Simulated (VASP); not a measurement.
## Lattice vibrations of HfO2

Wanted: whether HfO2 is dynamically stable, and its vibrational spectrum. The start is a cell from a database of measured crystal structures.

Method: LDA; plane waves and PAW (Hf, O), in VASP 6.6.1.

This is a report of a sequence of runs, with most program output left out.

### Step 1. Set-up

The structure is cubic, space group Fm-3m (No. 225). The conventional cell has a = 5.115 Å, b = 5.115 Å, c = 5.115 Å, α = 90.00°, β = 90.00°, γ = 90.00°. Hf has 8 O at 2.21 Å nearest. Nearest to O lie 4 Hf at 2.21 Å. Farther neighbours and most contacts between anions are not listed.

Structure file:

```cif
data_structure
_symmetry_space_group_name_H-M 'Fm-3m'
_symmetry_Int_Tables_number 225
_cell_length_a 5.1150
_cell_length_b 5.1150
_cell_length_c 5.1150
_cell_angle_alpha 90.000
_cell_angle_beta 90.000
_cell_angle_gamma 90.000
_cell_volume 133.82
loop_
_atom_site_label
_atom_site_type_symbol
_atom_site_symmetry_multiplicity
_atom_site_Wyckoff_symbol
_atom_site_fract_x
_atom_site_fract_y
_atom_site_fract_z
_atom_site_occupancy
Hf1 Hf 4 a 0.00000 0.00000 0.00000 1
O1 O 8 c 0.25000 0.25000 0.75000 1
```

### Step 2. Relax the host

First cell and atoms are relaxed at a raised cutoff, so that later runs start from this functional's own cell.

The input, INCAR:

```
SYSTEM = HfO2
PREC = Accurate
ENCUT = 520
EDIFF = 1E-06
NELM = 120
ISMEAR = 0
SIGMA = 0.05
LREAL = .FALSE.
ALGO = Normal
GGA = CA
NBANDS = 14
LASPH = .TRUE.
LORBIT = 11
LWAVE = .FALSE.
LCHARG = .FALSE.
KPAR = 4
IBRION = 2
NSW = 40
ISIF = 3
EDIFFG = -0.02
POTIM = 0.4
```

The input, POSCAR:

```
HfO2
1.0
    0.0000000000      2.5575000000      2.5575000000
    2.5575000000      0.0000000000      2.5575000000
    2.5575000000      2.5575000000      0.0000000000
Hf O
1 2
Direct
    0.0000000000      0.0000000000      0.0000000000
    0.7500000000      0.7500000000      0.7500000000
    0.2500000000      0.2500000000      0.2500000000
```

The input, KPOINTS:

```
Automatic mesh
0
Gamma
6 6 6
0 0 0
```

Potentials, in the order of the species: Hf and O (LDA family, release 64).

On the command line:

```sh
mpirun -np 4 vasp_std
```

Elapsed: 11 s, on 4 MPI ranks of Intel Xeon Platinum 8559C (Emerald Rapids), shared host; peak memory 0.57 GiB; 39 s of CPU time.

The gap is read on the k-mesh alone, so it is an upper bound where the band edges lie off the mesh. The data set Hf keeps the semicore shell frozen, which is cheaper and a little less accurate. The run keeps the 48 symmetry operations of its start, so it cannot find a distortion of lower symmetry.

Step by step:

| step | energy less that of the first step (eV) | largest force (eV/Å) | pressure (GPa) | volume (Å³) |
| --- | --- | --- | --- | --- |
| 1 | 0.0000 | 0.0000 | -20.90 | 33.46 |
| 2 | 0.0817 | 0.0000 | 34.16 | 28.13 |
| 3 | -0.1840 | 0.0000 | -0.49 | 30.88 |
| 4 | -0.1841 | 0.0000 | 0.00 | 30.83 |

| conventional cell, symmetrised | before | after | change |
| --- | --- | --- | --- |
| a (Å) | 5.115 | 4.978 | -2.7 % |
| b (Å) | 5.115 | 4.978 | -2.7 % |
| c (Å) | 5.115 | 4.978 | -2.7 % |
| volume (Å³/atom) | 11.15 | 10.28 | -7.8 % |

Final coordinates:

```xyz
3
Lattice="0.0000 2.4888 2.4888 2.4888 0.0000 2.4888 2.4888 2.4888 0.0000" Properties=species:S:1:pos:R:3 pbc="T T T"
Hf    0.0000    0.0000    0.0000
O     3.7332    3.7332    3.7332
O     1.2444    1.2444    1.2444
```

A gap read on the k-mesh alone can miss the band edges.

Numbers from this step:

| Item | Value |
| --- | --- |
| electronic cycles | 32 |
| electrons | 16 |
| free energy (TOTEN) | -33.20 eV |
| Fermi energy | 5.165 eV |
| pressure | 0.001659 GPa |
| labelled metallic, from the levels on this mesh | no |
| gap on the k-mesh | 3.718 eV |
| least direct gap on the k-mesh | 3.718 eV |

The run ended after 4 ionic steps, 0.184 eV below its first step, once forces and stress met EDIFFG = -0.02.

### Step 3. Relax the host again, on a new basis

The volume changed by more than 5 %, so the plane waves of the start no longer fit; a second relaxation removes that error.

Changes to INCAR since step 2:

```diff
@@ -17,3 +17,3 @@
 IBRION = 2
-NSW = 40
+NSW = 30
 ISIF = 3
```

The input, POSCAR:

```
HfO2
1.0
    0.0000000000      2.4888173355      2.4888173355
    2.4888173355      0.0000000000      2.4888173355
    2.4888173355      2.4888173355      0.0000000000
Hf O
1 2
Direct
    0.0000000000      0.0000000000      0.0000000000
    0.7500000000      0.7500000000      0.7500000000
    0.2500000000      0.2500000000      0.2500000000
```

The input, KPOINTS:

```
Automatic mesh
0
Gamma
7 7 7
0 0 0
```

On the command line:

```sh
mpirun -np 4 vasp_std
```

Run time: 5 s. Hardware: 4 MPI ranks; peak memory 0.54 GiB; 15 s of CPU time.

Little changed from the start: no atom moved by 0.005 Å and no cell edge by 0.1 %.

Numbers from this step:

| Item | Value |
| --- | --- |
| electronic cycles | 12 |
| free energy (TOTEN) | -33.19 eV |
| Fermi energy | 5.050 eV |
| pressure | 0.07527 GPa |
| gap on the k-mesh | 3.868 eV |
| least direct gap on the k-mesh | 4.109 eV |

The start already met the threshold, so nothing moved.

### Step 4. Tight relaxation

Force constants are second derivatives, so residual forces and stress must first be far smaller than in an ordinary relaxation. Mesh and cutoff differ from the relaxation before, which can move the cell too.

The input, INCAR:

```
SYSTEM = HfO2
PREC = Accurate
ENCUT = 480
EDIFF = 1E-08
NELM = 120
ISMEAR = 0
SIGMA = 0.05
LREAL = .FALSE.
ALGO = Fast
GGA = CA
NBANDS = 14
LASPH = .TRUE.
LORBIT = 11
LWAVE = .FALSE.
LCHARG = .FALSE.
KPAR = 4
IBRION = 1
NSW = 30
ISIF = 3
EDIFFG = -0.002
POTIM = 0.4
```

POSCAR is that of step 3.

The input, KPOINTS:

```
Automatic mesh
0
Gamma
9 9 9
0 0 0
```

On the command line:

```sh
mpirun -np 4 vasp_std
```

It took 15 s on 4 MPI ranks; peak memory 0.56 GiB.

Little changed from the start: no atom moved by 0.005 Å and no cell edge by 0.1 %.

This step gave:

```yaml
electronic_cycles: 30
free_energy_toten: -33.20 eV
fermi_energy: 5.066 eV
pressure: -0.004810 GPa
gap_on_the_k_mesh: 3.829 eV
least_direct_gap_on_the_k_mesh: 3.969 eV
```

The run ended after 3 ionic steps, 0.000 eV below its first step, once forces and stress met EDIFFG = -0.002.

### Step 5. Born charges and dielectric tensor

In a polar insulator long-range dipole fields split longitudinal from transverse optical modes; these two tensors supply that term.

The input, INCAR:

```
SYSTEM = HfO2
PREC = Accurate
ENCUT = 480
EDIFF = 1E-08
NELM = 120
ISMEAR = 0
SIGMA = 0.05
LREAL = .FALSE.
ALGO = Normal
GGA = CA
NBANDS = 14
LASPH = .TRUE.
LWAVE = .FALSE.
LCHARG = .FALSE.
KPAR = 4
LEPSILON = .TRUE.
```

The input, POSCAR:

```
HfO2
1.0
    0.0000000000      2.4882886518      2.4882886518
    2.4882886518      0.0000000000      2.4882886518
    2.4882886518      2.4882886518      0.0000000000
Hf O
1 2
Direct
    0.0000000000      0.0000000000      0.0000000000
    0.7500000000      0.7500000000      0.7500000000
    0.2500000000      0.2500000000      0.2500000000
```

KPOINTS is that of step 4.

On the command line:

```sh
mpirun -np 4 vasp_std
```

It took 53 s on 4 MPI ranks; peak memory 0.86 GiB; 3.5 min of CPU time.

Energies printed during the response cycles are not total energies of the cell.

This step gave:

```yaml
pressure: -0.01499 GPa
```

Electronic dielectric tensor with local fields:

```
5.17 0.00 0.00
0.00 5.17 0.00
0.00 0.00 5.17
```

Born effective charge (e), principal values of the symmetric part by kind of site:

| atom | atoms with these values | low | middle | high | mean |
| --- | --- | --- | --- | --- | --- |
| Hf1 | 1 | 5.59 | 5.59 | 5.59 | 5.59 |
| O2 | 2 | -2.79 | -2.79 | -2.79 | -2.79 |

In full for O2:

```
-2.79  0.00  0.00
 0.00 -2.79  0.00
 0.00  0.00 -2.79
```

### Step 6. Force constants in the supercell

System of this step: HfO2. The structure is cubic, space group Fm-3m (No. 225). Conventional cell: a = 4.977 Å, b = 4.977 Å, c = 4.977 Å, α = 90.00°, β = 90.00°, γ = 90.00°. Hf has 8 O at 2.15 Å nearest. O has 4 Hf at 2.15 Å nearest. Farther neighbours and most contacts between anions are not listed.

Each independent atom is moved by 0.015 Å both ways; the forces give the force constants out to half the supercell.

The input, INCAR:

```
SYSTEM = HfO2
PREC = Accurate
ENCUT = 480
EDIFF = 1E-07
NELM = 120
ISMEAR = 0
SIGMA = 0.05
LREAL = .FALSE.
ALGO = Fast
GGA = CA
NBANDS = 88
LASPH = .TRUE.
LWAVE = .FALSE.
LCHARG = .FALSE.
KPAR = 4
IBRION = 6
NSW = 1
NFREE = 2
POTIM = 0.015
ISIF = 0
ADDGRID = .TRUE.
```

The input, POSCAR:

```
HfO2
1.0
    0.0000000000      4.9765773036      4.9765773036
    4.9765773036      0.0000000000      4.9765773036
    4.9765773036      4.9765773036      0.0000000000
Hf O
8 16
Direct
    0.0000000000      0.0000000000      0.0000000000
    0.0000000000      0.0000000000      0.5000000000
    0.0000000000      0.5000000000      0.0000000000
    0.0000000000      0.5000000000      0.5000000000
    0.5000000000      0.0000000000      0.0000000000
    0.5000000000      0.0000000000      0.5000000000
    0.5000000000      0.5000000000      0.0000000000
    0.5000000000      0.5000000000      0.5000000000
    0.3750000000      0.3750000000      0.3750000000
    0.3750000000      0.3750000000      0.8750000000
    0.3750000000      0.8750000000      0.3750000000
    0.3750000000      0.8750000000      0.8750000000
    0.8750000000      0.3750000000      0.3750000000
    0.8750000000      0.3750000000      0.8750000000
    0.8750000000      0.8750000000      0.3750000000
    0.8750000000      0.8750000000      0.8750000000
    0.1250000000      0.1250000000      0.1250000000
    0.1250000000      0.1250000000      0.6250000000
    0.1250000000      0.6250000000      0.1250000000
    0.1250000000      0.6250000000      0.6250000000
    0.6250000000      0.1250000000      0.1250000000
    0.6250000000      0.1250000000      0.6250000000
    0.6250000000      0.6250000000      0.1250000000
    0.6250000000      0.6250000000      0.6250000000
```

The input, KPOINTS:

```
Automatic mesh
0
Gamma
3 3 3
0 0 0
```

On the command line:

```sh
mpirun -np 4 vasp_std
```

The job ended after 6.2 min (4 MPI ranks; peak memory 2.2 GiB; 25 min of CPU time).

The last energy, forces, stress and levels in OUTCAR belong to the last displaced cell, not to the cell of POSCAR.

This step gave:

```yaml
electrons: 128
lowest_frequency: -194.0 cm⁻¹
highest_frequency: 729.7 cm⁻¹
dynamically_stable: no
```

With the long-range dipole term. Phonon branches along the path, in cm⁻¹:

| point | branch 1 | branch 2 | branch 3 | branch 4 | branch 5 | branch 6 | branch 7 | branch 8 | branch 9 |
| --- | --- | --- | --- | --- | --- | --- | --- | --- | --- |
| Γ | 0 | 0 | 0 | 274 | 274 | 614 | 614 | 614 | 656 |
| 0.47 of the way | 80 | 80 | 193 | 316 | 316 | 449 | 611 | 611 | 692 |
| X | -194 | 110 | 110 | 271 | 343 | 343 | 591 | 591 | 730 |
| 0.47 of the way | -117 | 112 | 137 | 252 | 319 | 394 | 571 | 611 | 714 |
| W | 114 | 199 | 199 | 220 | 222 | 499 | 499 | 665 | 666 |
| 0.53 of the way | 113 | 145 | 170 | 224 | 306 | 444 | 546 | 632 | 689 |
| K | 110 | 112 | 159 | 231 | 375 | 386 | 575 | 607 | 697 |
| 0.47 of the way | 106 | 112 | 180 | 307 | 454 | 510 | 518 | 628 | 642 |
| Γ | 0 | 0 | 0 | 274 | 274 | 614 | 614 | 614 | 656 |
| 0.47 of the way | 86 | 86 | 144 | 360 | 360 | 579 | 579 | 581 | 639 |
| L | 100 | 100 | 210 | 433 | 433 | 532 | 549 | 549 | 624 |
| 0.53 of the way | 107 | 150 | 207 | 313 | 411 | 436 | 558 | 614 | 656 |
| U | 110 | 112 | 159 | 231 | 375 | 386 | 575 | 607 | 697 |
| 0.53 of the way | 113 | 154 | 173 | 222 | 295 | 452 | 541 | 636 | 687 |
| W | 114 | 199 | 199 | 220 | 222 | 499 | 499 | 665 | 666 |
| 0.53 of the way | 107 | 153 | 206 | 343 | 351 | 478 | 535 | 636 | 644 |
| L | 100 | 100 | 210 | 433 | 433 | 532 | 549 | 549 | 624 |
| 0.53 of the way | 107 | 150 | 207 | 313 | 411 | 436 | 558 | 614 | 656 |
| K | 110 | 112 | 159 | 231 | 375 | 386 | 575 | 607 | 697 |
| jump to U | 110 | 112 | 159 | 231 | 375 | 386 | 575 | 607 | 697 |
| 0.47 of the way | -147 | 111 | 128 | 258 | 352 | 357 | 587 | 596 | 719 |
| X | -194 | 110 | 110 | 271 | 343 | 343 | 591 | 591 | 730 |

The phonon density of states has structure finer than the step of the table below, so its rows give means over 25 cm⁻¹, whole bins alone (the curve runs from -218 to 756 cm⁻¹). Peaks (cm⁻¹: height): 109.8: 0.0692, 205.9: 0.0301, 340.6: 0.0174, 611.5: 0.0328.

Table of phonon density of states by frequency; means over each step:

| frequency (cm⁻¹) | phonon density of states (states/cm⁻¹/cell) |
| --- | --- |
| -200 | 3.4e-5 |
| -175 | 2.8e-4 |
| -150 | 3.8e-4 |
| -125 | 3.8e-4 |
| -100 | 3.9e-4 |
| -75 | 2.7e-4 |
| -50 | 2.4e-4 |
| -25 | 1.2e-4 |
| 0 | 1.0e-5 |
| 25 | 3.7e-4 |
| 50 | 0.00174 |
| 75 | 0.00707 |
| 100 | 0.0405 |
| 125 | 0.0178 |
| 150 | 0.0124 |
| 175 | 0.0112 |
| 200 | 0.0213 |
| 225 | 0.0109 |
| 250 | 0.00738 |
| 275 | 0.00528 |
| 300 | 0.00999 |
| 325 | 0.0150 |
| 350 | 0.0144 |
| 375 | 0.0113 |
| 400 | 0.0113 |
| 425 | 0.0114 |
| 450 | 0.00883 |
| 475 | 0.00983 |
| 500 | 0.00591 |
| 525 | 0.00955 |
| 550 | 0.0140 |
| 575 | 0.0139 |
| 600 | 0.0228 |
| 625 | 0.0235 |
| 650 | 0.0193 |
| 675 | 0.0113 |
| 700 | 0.00713 |
| 725 | 0.00245 |

### Step 7. Summary of results

```yaml
highest_frequency: 730 cm⁻¹
lowest_frequency: -194 cm⁻¹
```

In words: The spectrum reaches 730 cm⁻¹, and its lowest point lies at -194 cm⁻¹. Imaginary modes (printed as negative) make the structure unstable in the harmonic picture at these settings. Where their wave vectors fit the supercell they are computed directly; elsewhere they may come from the interpolation. Frequencies between the wave vectors that fit the supercell are interpolated. The relaxed cell's volume lies -7.9 % from the database cell's, so the frequencies belong to that other cell.

[Lines on the potential files, build, host, timing and source positions are cut from VASP's logs without a mark.]

[Logs are printed without paths, hosts, clocks, repeated set-up lines and the standing remarks that a program may print on its own settings, such as how far it seeks lower states.]

[Hosts, paths, dates, database ids (printed as entryN), source tags and the programs' standing remarks are cut or masked in the printed files.]

[Runs that stopped without an error message from VASP are left out.]
